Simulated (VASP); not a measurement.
Data:

```
Er
1.0
    1.76230    -3.05240     0.00000
    1.76230     3.05240     0.00000
    0.00000     0.00000     5.41869
Er
2
Direct
  0.33333   0.66667   0.25000
  0.66667   0.33333   0.75000
```

Calculation: PBEsol GGA, VASP's PBE PAW potentials (set 64) (plane waves; VASP). Numerical set-up: 400 eV cut-off, Gaussian smearing of 0.050 eV, potentials Er_3.

The 4f electrons are frozen in the core of the lanthanide potential, so 4f levels, which can set the real gap, and their magnetism are missing.

**Question.** Give the energies of bands 7 to 12 at the high-symmetry points, in eV from the Fermi level.

**Answer.** 
| band | Γ | M | K | A | L | H |
|---|---|---|---|---|---|---|
| 7 | -5.59 | -2.13 | -0.93 | -3.85 | -2.07 | -0.64 |
| 8 | -2.31 | -1.48 | -0.84 | -3.85 | -2.07 | -0.64 |
| 9 | 1.36 | -0.95 | -0.84 | 1.18 | 0.12 | -0.44 |
| 10 | 1.96 | -0.08 | -0.49 | 1.18 | 0.12 | -0.44 |
| 11 | 1.96 | 1.56 | 1.30 | 1.83 | 1.67 | 0.57 |
| 12 | 2.57 | 1.77 | 1.30 | 1.83 | 1.67 | 0.57 |

It has no gap at this level: it comes out as a metal or semimetal.

The compound is Er in the hcp structure. It was relaxed first.
